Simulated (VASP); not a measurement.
# BaTlH (P4/mmm) in VASP: further runs

The runs below take BaTlH through single point, relaxation of cell and atoms, with PBE.

All numbers are computed with VASP 6.6.1; they aren't measurements. Logs are shortened: lines on timing, memory, paths and dates and some standing lists are left out, and cuts for length are marked.

### 1 The cell of the first run

The structure is tetragonal, space group P4/mmm (No. 123). Conventional cell: a = 4.000 Å, b = 4.000 Å, c = 5.122 Å, α = 90.00°, β = 90.00°, γ = 90.00°. Around Ba (site symmetry 4/mmm) lie 2 H at 2.56 Å. Around Tl (site symmetry 4/mmm) lie 4 H at 2.83 Å. H (site symmetry 4/mmm) is surrounded by 2 Ba at 2.56 Å and 4 Tl at 2.83 Å.

The cell was built by a generator and needn't be a form met in nature.

### 2 Single point, PBE (random cell by space group and Wyckoff sites (P4/mmm, No. 123))

Contents of INCAR:

```
SYSTEM = BaTlH
ALGO = Fast ; EDIFF = 1E-7
ENCUT = 520 ; GGA = PE
ISIF = 2 ; ISMEAR = 0
LASPH = .True. ; LCHARG = .False.
LREAL = .False. ; LWAVE = .False.
NBANDS = 19 ; NELM = 100
PREC = Accurate ; SIGMA = 0.1
```

Contents of KPOINTS:

```
k-points
0
Gamma
  12 12 10
  0 0 0
```

Contents of POSCAR:

```
BaTlH
1.0
    4.0003441964      0.0000000000      0.0000000000
    0.0000000000      4.0003441964      0.0000000000
    0.0000000000      0.0000000000      5.1221484878
Ba Tl H
1 1 1
Direct
    0.0000000000      0.0000000000      0.0000000000
    0.5000000000      0.5000000000      0.5000000000
    0.0000000000      0.0000000000      0.5000000000
```

Potentials or basis: VASP PAW PBE potentials, release 64 (Ba_sv, Tl_d, H).

On the command line:

```bash
$ cat potpaw_PBE.64/Ba_sv/POTCAR potpaw_PBE.64/Tl_d/POTCAR potpaw_PBE.64/H/POTCAR > POTCAR
$ mpirun -np 1 vasp_std > vasp.out
```

OUTCAR:

```text
SYSTEM = BaTlH
   EDIFF = 1E-7
   ENCUT = 520
   GGA = PE
   ISIF = 2
   ISMEAR = 0
   LASPH = .True.
   LREAL = .False.
   NELM = 100
   PREC = Accurate

 ion  position               nearest neighbor table
   1  0.000  0.000  0.000-   3 2.56   3 2.56   2 3.82   2 3.82   2 3.82   2 3.82   2 3.82   2 3.82
                             2 3.82   2 3.82
   2  0.500  0.500  0.500-   1 3.82   1 3.82   1 3.82   1 3.82   1 3.82   1 3.82   1 3.82   1 3.82

   3  0.000  0.000  0.500-   1 2.56   1 2.56

  LATTYP: Found a simple tetragonal cell.
 ALAT       =     4.0003441964
 C/A-ratio  =     1.2804269424

  Lattice vectors:

 A1 = (   4.0003441964,   0.0000000000,   0.0000000000)
 A2 = (   0.0000000000,   4.0003441964,   0.0000000000)
 A3 = (   0.0000000000,   0.0000000000,   5.1221484878)

Analysis of symmetry for initial positions (statically):
=====================================================================
 Subroutine PRICEL returns:
 Original cell was already a primitive cell.

 Routine SETGRP: Setting up the symmetry group for a
 simple tetragonal supercell.

 Subroutine GETGRP returns: Found 16 space group operations
 (whereof 16 operations were pure point group operations)
 out of a pool of 16 trial point group operations.

The static configuration has the point symmetry D_4h.

Analysis of symmetry for dynamics (positions and initial velocities):
=====================================================================
 Subroutine PRICEL returns:
 Original cell was already a primitive cell.

 Routine SETGRP: Setting up the symmetry group for a
 simple tetragonal supercell.

 Subroutine GETGRP returns: Found 16 space group operations
 (whereof 16 operations were pure point group operations)
 out of a pool of 16 trial point group operations.

The dynamic configuration has the point symmetry D_4h.

 Subroutine INISYM returns: Found 16 space group operations
 (whereof 16 operations are pure point group operations),
 and found     1 'primitive' translations

----------------------------------------------------------------------------------------

                                     Primitive cell

  volume of cell :      81.9685

  direct lattice vectors                    reciprocal lattice vectors
     4.000344196  0.000000000  0.000000000     0.249978490  0.000000000  0.000000000
     0.000000000  4.000344196  0.000000000     0.000000000  0.249978490  0.000000000
     0.000000000  0.000000000  5.122148488     0.000000000  0.000000000  0.195230576

  length of vectors
     4.000344196  4.000344196  5.122148488     0.249978490  0.249978490  0.195230576

  position of ions in fractional coordinates (direct lattice)
     0.000000000  0.000000000  0.000000000
     0.500000000  0.500000000  0.500000000
     0.000000000  0.000000000  0.500000000

  ion indices of the primitive-cell ions
   primitive index   ion index
                 1           1
                 2           2
                 3           3

----------------------------------------------------------------------------------------

 KPOINTS: k-points

Automatic generation of k-mesh.
 Grid dimensions read from file:
 generate k-points for:   12   12   10

 Generating k-lattice:

  Cartesian coordinates                     Fractional coordinates (reciprocal lattice)
     0.020831541  0.000000000  0.000000000     0.083333333  0.000000000  0.000000000
     0.000000000  0.020831541  0.000000000     0.000000000  0.083333333  0.000000000
     0.000000000  0.000000000  0.019523058     0.000000000  0.000000000  0.100000000

  Length of vectors
     0.020831541  0.020831541  0.019523058

  Shift w.r.t. Gamma in fractional coordinates (k-lattice)
     0.000000000  0.000000000  0.000000000

 Subroutine IBZKPT returns following result:
 ===========================================

 Found    168 irreducible k-points:

 Following reciprocal coordinates:
            Coordinates               Weight
  0.000000  0.000000  0.000000      1.000000
  0.083333  0.000000  0.000000      4.000000
  0.166667  0.000000  0.000000      4.000000
  0.250000  0.000000  0.000000      4.000000
  0.333333  0.000000  0.000000      4.000000
  0.416667  0.000000  0.000000      4.000000
[... 16 lines left out ...]
  0.333333  0.333333  0.000000      4.000000
  0.416667  0.333333  0.000000      8.000000
 [... further k-points ...]
   k-points           NKPTS =    168   k-points in BZ     NKDIM =    168   number of bands    NBANDS=     19
   number of dos      NEDOS =    301   number of ions     NIONS =      3
   total plane-waves  NPLWV =  36000
   dimension x,y,z NGX =    30 NGY =   30 NGZ =   40
   dimension x,y,z NGXF=    60 NGYF=   60 NGZF=   80
   ions per type =               1   1   1
   NGX,Y,Z   is equivalent  to a cutoff of  12.47, 12.47, 12.98 a.u.
   NGXF,Y,Z  is equivalent  to a cutoff of  24.93, 24.93, 25.97 a.u.
 SYSTEM =  BaTlH
   PREC   = accura    normal or accurate (medium, high low for compatibility)
   ISTART =      0    job   : 0-new  1-cont  2-samecut
   ICHARG =      2    charge: 1-file 2-atom 10-const
   ISPIN  =      1    spin polarized calculation?
   LNONCOLLINEAR =      F non collinear calculations
   LSORBIT =      F    spin-orbit coupling
   LASPH  =      T    aspherical Exc in radial PAW
   ENCUT  =  520.0 eV  38.22 Ry    6.18 a.u.   7.44  7.44  9.52*2*pi/ulx,y,z
   NELM   =    100;   NELMIN=  2; NELMDL= -5     # of ELM steps
   EDIFF  = 0.1E-06   stopping-criterion for ELM
   LREAL  =      F    real-space projection
   EDIFFG = 0.1E-05   stopping-criterion for IOM
   NSW    =      0    number of steps for IOM
   IBRION =     -1    ionic relax: 0-MD 1-quasi-New 2-CG
   NFREE  =      0    steps in history (QN), initial steepest desc. (CG)
   ISIF   =      2    stress and relaxation
   ISYM   =      2    0-nonsym 1-usesym 2-fastsym
   POTIM  = 0.5000    time-step for ionic-motion
   TEBEG  =    0.0;   TEEND  =   0.0 temperature during run
   PSTRESS=    0.0 pullay stress
   NELECT =      24.0000    total number of electrons
   NUPDOWN=      -1.0000    fix difference up-down
   EMIN   =  10.00;   EMAX   =-10.00  energy-range for DOS
   EFERMI =   0.00;   METHOD = LEGACY
   ISMEAR =     0;   SIGMA  =   0.10  broadening in eV -4-tet -1-fermi 0-gaus
   EFERMI_NEDOS =   21; number of points for ismear=-14 and -15
   IALGO  =     68    algorithm
   IMIX   =      4    mixing-type and parameters
     AMIX     =   0.40;   BMIX     =  1.00
     AMIX_MAG =   1.60;   BMIX_MAG =  1.00
  volume/ion in A,a.u.               =      27.32       184.38
  Fermi-wavevector in a.u.,A,eV,Ry     =   1.087084  2.054290 16.078696  1.181751
  Thomas-Fermi vector in A             =   2.223235
   LORBIT       =      0    0 simple, 1 ext, 2 COOP (PROOUT), +10 PAW based schemes
   GGA     = PE    functional components
   LHFCALC =     F    Hartree Fock is set to
   AEXX    =    0.0000 exact exchange contribution
   IVDW    =     0    specifies the selected vdW correction
   LEPSILON=     F    determine dielectric tensor
   LRPA    =     F    only Hartree local field effects (RPA)
 non-spin polarized calculation
 RMM-DIIS sequential band-by-band and
 Gauss-broadening in eV      SIGMA  =   0.10
  energy-cutoff  :      520.00
  volume of cell :       81.97
 maximum number of plane-waves:      2236
 NGX is ok and might be reduce to    30
   NGX = 15   NGY = 15   NGZ = 19

 number of electron      24.0000003 magnetization

 Free energy of the ion-electron system (eV)
  ---------------------------------------------------
  ext. energy  EPLUGINS =         0.00000000
  ---------------------------------------------------
  free energy    TOTEN  =        -7.76202576 eV

  energy without entropy =       -7.75267290  energy(sigma->0) =       -7.75734933

 E-fermi :   3.6144     XC(G=0):  -8.9464

 val. band max:        3.6060306425   @ k =   0.5000   0.5000   0.2000
 cond. band min:       3.6181950591   @ k =   0.5000   0.4167   0.0000
 fundamental gap:      0.0121644166
 Fermi energy:         3.6143771392

 k-point     1 :       0.0000    0.0000    0.0000
  band No.  band energies     occupation
      1     -24.6770      2.00000
      2      -9.8000      2.00000
      3      -9.6643      2.00000
      4      -9.6643      2.00000
      5      -7.8518      2.00000
      6      -7.7391      2.00000
[... 11 lines left out ...]
     18       7.9171      0.00000
     19       8.9126      0.00000

 k-point     2 :       0.0833    0.0000    0.0000
  band No.  band energies     occupation
      1     -24.6734      2.00000
      2      -9.7968      2.00000
      3      -9.7176      2.00000
      4      -9.6607      2.00000
      5      -7.8442      2.00000
      6      -7.7332      2.00000
[... 11 lines left out ...]
     18       7.9771      0.00000
     19       8.9082      0.00000

 k-point     3 :       0.1667    0.0000    0.0000
  band No.  band energies     occupation
      1     -24.6635      2.00000
      2      -9.8586      2.00000
      3      -9.7881      2.00000
      4      -9.6508      2.00000
      5      -7.8259      2.00000
      6      -7.7147      2.00000
[... 11 lines left out ...]
     18       8.1732      0.00000
     19       8.9916      0.00000

 k-point     4 :       0.2500    0.0000    0.0000
  band No.  band energies     occupation
      1     -24.6500      2.00000
      2     -10.0411      2.00000
      3      -9.7762      2.00000
      4      -9.6374      2.00000
      5      -7.8064      2.00000
      6      -7.6938      2.00000
[... 11 lines left out ...]
     18       8.5240      0.00000
     19       9.2632      0.00000

 k-point     5 :       0.3333    0.0000    0.0000
  band No.  band energies     occupation
      1     -24.6363      2.00000
      2     -10.2136      2.00000
      3      -9.7645      2.00000
      4      -9.6239      2.00000
      5      -7.7917      2.00000
      6      -7.7018      2.00000
[... 11 lines left out ...]
     18       9.0259      0.00000
     19       9.7035      0.00000

 k-point     6 :       0.4167    0.0000    0.0000
  band No.  band energies     occupation
      1     -24.6263      2.00000
      2     -10.3345      2.00000
      3      -9.7560      2.00000
      4      -9.6140      2.00000
      5      -7.7829      2.00000
      6      -7.7076      2.00000
[... 11 lines left out ...]
     18       9.6518      0.00000
     19      10.2262      0.00000

 k-point     7 :       0.5000    0.0000    0.0000
  band No.  band energies     occupation
      1     -24.6226      2.00000
      2     -10.3777      2.00000
      3      -9.7530      2.00000
      4      -9.6104      2.00000
      5      -7.7800      2.00000
      6      -7.7097      2.00000
[... 11 lines left out ...]
     18      10.1680      0.00000
     19      10.6721      0.00000

 k-point     8 :       0.0833    0.0833    0.0000
  band No.  band energies     occupation
      1     -24.6698      2.00000
      2      -9.7933      2.00000
      3      -9.7205      2.00000
      4      -9.7064      2.00000
      5      -7.8361      2.00000
      6      -7.7280      2.00000
[... 256 lines left out ...]
 k-point    20 :       0.3333    0.2500    0.0000
  band No.  band energies     occupation
      1     -24.6101      2.00000
      2     -10.1539      2.00000
      3      -9.9598      2.00000
      4      -9.7121      2.00000
      5      -7.7577      2.00000
      6      -7.7312      2.00000
[... 11 lines left out ...]
     18       9.2769      0.00000
     19       9.3316      0.00000

 k-point    21 :       0.4167    0.2500    0.0000
  band No.  band energies     occupation
      1     -24.6003      2.00000
      2     -10.2671      2.00000
      3      -9.9421      2.00000
      4      -9.6962      2.00000
      5      -7.7718      2.00000
      6      -7.7289      2.00000
[... 11 lines left out ...]
     18       8.9044      0.00000
     19       9.5259      0.00000

 k-point    22 :       0.5000    0.2500    0.0000
  band No.  band energies     occupation
      1     -24.5967      2.00000
      2     -10.3079      2.00000
      3      -9.9353      2.00000
      4      -9.6904      2.00000
      5      -7.7769      2.00000
      6      -7.7230      2.00000
[... 11 lines left out ...]
     18       8.7084      0.00000
     19      10.2753      0.00000

 k-point    23 :       0.3333    0.3333    0.0000
  band No.  band energies     occupation
      1     -24.5969      2.00000
      2     -10.1376      2.00000
      3     -10.1028      2.00000
      4      -9.6852      2.00000
      5      -7.7834      2.00000
      6      -7.7415      2.00000
[... 11 lines left out ...]
     18       8.6393      0.00000
     19       9.0211      0.00000

 k-point    24 :       0.4167    0.3333    0.0000
  band No.  band energies     occupation
      1     -24.5872      2.00000
      2     -10.2327      2.00000
      3     -10.0961      2.00000
      4      -9.6652      2.00000
      5      -7.8015      2.00000
      6      -7.7441      2.00000
[... 11 lines left out ...]
     18       8.3582      0.00000
     19       9.6003      0.00000

 [... further k-points ...]

------------------------ aborting loop because EDIFF is reached ----------------------------------------

  FORCE on cell =-STRESS in cart. coord.  units (eV):
  Direction    XX          YY          ZZ          XY          YZ          ZX
  --------------------------------------------------------------------------------------
  -------------------------------------------------------------------------------------
  Total        0.0826277      0.0826277      0.2903299      0.0000000     -0.0000000     -0.0000000
  in kB        1.6150618      1.6150618      5.6748647      0.0000000     -0.0000000     -0.0000000
  external PRESSURE =       2.9683294 kB  Pullay stress =       0.0000000 kB

 VOLUME and BASIS-vectors are now :
 -----------------------------------------------------------------------------
  energy-cutoff  :      520.00
  volume of cell :       81.97
      direct lattice vectors                 reciprocal lattice vectors
     4.000344196  0.000000000  0.000000000     0.249978490  0.000000000  0.000000000
     0.000000000  4.000344196  0.000000000     0.000000000  0.249978490  0.000000000
     0.000000000  0.000000000  5.122148488     0.000000000  0.000000000  0.195230576

 POSITION                                       TOTAL-FORCE (eV/Angst)
 -----------------------------------------------------------------------------------
      0.00000      0.00000      0.00000         0.000000      0.000000      0.000000
      2.00017      2.00017      2.56107         0.000000      0.000000      0.000000
      0.00000      0.00000      2.56107         0.000000      0.000000      0.000000
 -----------------------------------------------------------------------------------
    total drift:                                0.000000      0.000000      0.000000

  FREE ENERGIE OF THE ION-ELECTRON SYSTEM (eV)
  ---------------------------------------------------
  free  energy   TOTEN  =        -7.7620257589 eV

  energy  without entropy=       -7.7526729041  energy(sigma->0) =       -7.75734933
```

It took 1.9 min on 1 thread of Intel Xeon 6975P-C (Granite Rapids), shared host; peak memory 0.4 GiB.

What came out:

```yaml
Free_energy: -7.7620 eV
Pressure: 0.3 GPa
Band_gap_on_the_k_mesh: none (metal or under the smearing width)
```

### 3 Relaxation of cell and atoms, PBE (random cell by space group and Wyckoff sites (P4/mmm, No. 123))

Contents of INCAR:

```
  PREC = Accurate
  ENCUT = 600
  EDIFF = 1E-6
  ISMEAR = 0
  SIGMA = 0.1
  LREAL = F
  LASPH = T
  NELM = 100
  ALGO = Normal
  ISIF = 3
  LWAVE = F
  LCHARG = F
  GGA = PE
  IBRION = 2
  NSW = 90
  EDIFFG = -0.04
```

Contents of KPOINTS:

```
Automatic mesh
0
Gamma
  6 6 4
```

Contents of POSCAR:

```
BaTlH
1.0
    3.4258495600      0.0000000000      0.0000000000
    0.0000000000      3.4258495600      0.0000000000
    0.0000000000      0.0000000000      5.5848009100
Ba Tl H
1 1 1
Direct
    0.0000000000      0.0000000000      0.0000000000
    0.5000000000      0.5000000000      0.5000000000
    0.0000000000      0.0000000000      0.5000000000
```

Potentials or basis: VASP PAW PBE potentials, release 64 (Ba_sv, Tl_d, H).

On the command line:

```bash
$ cat potpaw_PBE.64/Ba_sv/POTCAR potpaw_PBE.64/Tl_d/POTCAR potpaw_PBE.64/H/POTCAR > POTCAR
$ mpirun -np 1 vasp_std > vasp.out
```

It took 2 min on 1 thread of Intel Xeon Platinum 8488C (Sapphire Rapids), shared host; peak memory 0.22 GiB.

Results (log left out):

```yaml
Free_energy: -7.7941 eV
Relaxed_volume: 27.50 Å³/atom
Relaxed_cell: a = 4.019 Å, b = 4.019 Å, c = 5.106 Å, α = 90.00°, β = 90.00°, γ = 90.00°
Space_group_after_relaxing_to_0.05_Å: P4/mmm (No. 123)
Energy_gained_by_relaxing: 213.3 meV/atom
Ionic_steps: 9
Pressure_after_relaxing: 0.2 GPa
Band_gap_on_the_k_mesh: none (metal or under the smearing width)
```

Stress tensor (GPa, compression positive):
```
0.20 0.00 0.00
0.00 0.20 0.00
0.00 0.00 0.04
```

Step by step:
```tsv
step	energy change (eV)	largest force (eV/Å)	pressure (GPa)	volume (Å³)
1	0.0000	0.0000	6.92	65.55
2	-0.4353	0.0000	1.40	74.76
3	-0.5476	0.0000	-0.66	81.53
4	-0.5618	0.0000	-1.25	84.52
5	-0.5636	0.0000	-1.45	85.85
6	-0.6284	0.0000	-0.48	83.39
7	-0.6381	0.0000	0.05	82.30
8	-0.6389	0.0000	0.26	81.90
9	-0.6399	0.0000	0.15	82.49
```

Final structure:
```
CELL_PARAMETERS angstrom
4.01946 0.00000 0.00000
0.00000 4.01946 0.00000
0.00000 0.00000 5.10586
ATOMIC_POSITIONS crystal
Ba 0.00000 0.00000 0.00000
Tl 0.50000 0.50000 0.50000
H 0.00000 0.00000 0.50000
```

Levels at points of the mesh, in eV from the Fermi level:
```
           k point  band 8  band 9  band 10  band 11  band 12  band 13  band 14  band 15  band 16
(0.00, 0.00, 0.00)  -11.35  -11.32    -7.63    -1.81     0.66     1.03     1.57     3.43     3.43
(0.50, 0.00, 0.00)  -11.33  -11.27    -5.80    -4.36    -0.25     0.13     2.18     4.37     4.48
(0.50, 0.50, 0.00)  -11.29  -11.26    -5.35    -2.92    -0.12    -0.12     1.58     2.08     2.08
(0.00, 0.00, 0.50)  -11.32  -11.32    -6.71    -2.39    -0.20     0.73     1.92     1.92     2.66
(0.50, 0.00, 0.50)  -11.35  -11.27    -6.10    -3.03     0.15     0.65     3.10     3.58     3.68
(0.50, 0.50, 0.50)  -11.27  -11.26    -4.90    -1.55    -1.46    -1.33    -1.33     4.04     6.24
```

Caveat: the volume moved by over 15 % at a fixed basis, so the end points are rough. The run has no spin-orbit coupling, so splittings on Ba, Tl are missing.
